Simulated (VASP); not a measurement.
These are r2SCAN meta-GGA, VASP's PBE PAW potentials (set 64) (plane waves; VASP) values and carry that method's errors.

A VASP calculation is set up with these files.

**KPOINTS**
```
Automatic mesh
0
Gamma
  10 10 10
```

**POSCAR**
```
CaO
1
    0.0000000000     2.4050000000     2.3088000000
    2.4050000000     0.0000000000     2.3088000000
    2.4050000000     2.4050000000     0.0000000000
Ca O
1 1
Direct
  0.0000000000   0.0000000000   0.0000000000
  0.5000000000   0.5000000000   0.5000000000
```

**INCAR**
```
SYSTEM=CaO
PREC=Accurate; ENCUT=600; LREAL=F
LASPH=T
EDIFF=1E-7; NELM=100; ALGO=Normal
LMIXTAU=T
ISMEAR=0; SIGMA=0.05
METAGGA=R2SCAN
ISIF=2
LWAVE=F; LCHARG=F
```

POTCAR, in this order: Ca_sv O (PBE.64 set). Program: vasp_std.

Output

File OSZICAR:
```
       N       E                     dE             d eps       ncg     rms          rms(c)
DAV:   1     0.138789213700E+03    0.13879E+03   -0.96469E+03  2448   0.156E+03
DAV:   2    -0.170308787409E+02   -0.15582E+03   -0.14642E+03  2788   0.375E+02
DAV:   3    -0.249777053713E+02   -0.79468E+01   -0.78677E+01  3144   0.858E+01
DAV:   4    -0.252733984982E+02   -0.29569E+00   -0.29527E+00  3680   0.146E+01
DAV:   5    -0.252780063947E+02   -0.46079E-02   -0.46075E-02  3060   0.175E+00    0.771E+00
DAV:   6    -0.194154431131E+02    0.58626E+01   -0.54448E+00  2936   0.311E+01    0.276E+00
DAV:   7    -0.195648640293E+02   -0.14942E+00   -0.15720E+00  3472   0.126E+01    0.237E+00
DAV:   8    -0.202201087367E+02   -0.65524E+00   -0.19104E+00  3216   0.155E+01    0.224E+00
DAV:   9    -0.193314222018E+02    0.88869E+00   -0.84752E-01  3560   0.111E+01    0.260E-01
DAV:  10    -0.194197043173E+02   -0.88282E-01   -0.67292E-02  3028   0.314E+00    0.134E-01
DAV:  11    -0.194195019493E+02    0.20237E-03   -0.10101E-03  3424   0.352E-01    0.123E-01
DAV:  12    -0.194180538019E+02    0.14481E-02   -0.13578E-03  3172   0.469E-01    0.714E-02
DAV:  13    -0.194184803033E+02   -0.42650E-03   -0.32000E-04  3572   0.205E-01    0.350E-02
DAV:  14    -0.194185120916E+02   -0.31788E-04   -0.40681E-05  2600   0.915E-02    0.289E-02
DAV:  15    -0.194185309059E+02   -0.18814E-04   -0.11396E-05  2644   0.543E-02    0.177E-02
DAV:  16    -0.194185304348E+02    0.47112E-06   -0.21436E-05  2704   0.545E-02    0.261E-03
DAV:  17    -0.194185352799E+02   -0.48451E-05   -0.22740E-06  2692   0.218E-02    0.241E-03
DAV:  18    -0.194185354648E+02   -0.18482E-06   -0.99943E-07  3056   0.124E-02    0.989E-04
DAV:  19    -0.194185352470E+02    0.21780E-06   -0.88981E-08  2048   0.399E-03    0.129E-03
DAV:  20    -0.194185353350E+02   -0.88070E-07   -0.30119E-08  1364   0.207E-03
   1 F= -.19418535E+02 E0= -.19418535E+02  d E =-.354550E-20
```

### OUTCAR
```
------------------------ aborting loop because EDIFF is reached ----------------------------------------
  FORCE on cell =-STRESS in cart. coord.  units (eV):
  Direction    XX          YY          ZZ          XY          YZ          ZX
  --------------------------------------------------------------------------------------
  Total        0.3901911      0.3901911      1.9740732      0.0000000      0.0000000     -0.0000000
  in kB       23.4067687     23.4067687    118.4206271      0.0000000      0.0000000     -0.0000000
  external PRESSURE =      55.0780548 kB  Pullay stress =       0.0000000 kB
  volume of cell :       26.71
      direct lattice vectors                 reciprocal lattice vectors
     0.000000000  2.405000000  2.308800000    -0.207900208  0.207900208  0.216562717
     2.405000000  0.000000000  2.308800000     0.207900208 -0.207900208  0.216562717
     2.405000000  2.405000000  0.000000000     0.207900208  0.207900208 -0.216562717
  FREE ENERGIE OF THE ION-ELECTRON SYSTEM (eV)
  ---------------------------------------------------
  free  energy   TOTEN  =       -19.4185353350 eV

  energy  without entropy=      -19.4185353350  energy(sigma->0) =      -19.41853534
```
(Selected blocks of OUTCAR.)

OUTCAR:
```
 val. band max:        2.3210178931   @ k =   0.0000   0.0000   0.0000

 cond. band min:       6.3144995702   @ k =   0.5000   0.5000   0.0000


 Fermi energy:         2.6235602697

 k-point     1 :       0.0000    0.0000    0.0000
  band No.  band energies     occupation
      1     -36.6500      2.00000
      2     -16.5212      2.00000
      3     -16.5212      2.00000
      4     -16.5001      2.00000
      5     -14.3176      2.00000
      6       2.1941      2.00000
      7       2.1941      2.00000
      8       2.3210      2.00000
      9       7.9233      0.00000
     10       9.1019      0.00000
     11       9.1019      0.00000
     12       9.3828      0.00000

 k-point     2 :       0.1000    0.0000    0.0000
  band No.  band energies     occupation
      1     -36.6385      2.00000
      2     -16.7169      2.00000
      3     -16.5290      2.00000
      4     -16.5115      2.00000
      5     -14.1080      2.00000
      6       1.8717      2.00000
      7       2.0509      2.00000
      8       2.1367      2.00000
      9       8.3779      0.00000
     10       9.1263      0.00000
     11       9.2974      0.00000
     12       9.4960      0.00000

 k-point     3 :       0.2000    0.0000    0.0000
  band No.  band energies     occupation
      1     -36.6083      2.00000
      2     -17.1398      2.00000
      3     -16.5492      2.00000
      4     -16.5201      2.00000
      5     -13.6692      2.00000
      6       1.1017      2.00000
      7       1.7064      2.00000
      8       1.7584      2.00000
      9       9.1333      0.00000
     10       9.4956      0.00000
     11       9.8369      0.00000
     12       9.9456      0.00000

 k-point     4 :       0.3000   -0.0000    0.0000
  band No.  band energies     occupation
      1     -36.5707      2.00000
      2     -17.5506      2.00000
      3     -16.5740      2.00000
      4     -16.5303      2.00000
      5     -13.2370      2.00000
      6       0.3062      2.00000
...
```

The compound is CaO in the rock salt structure. This cell was strained or had an atom moved on purpose.
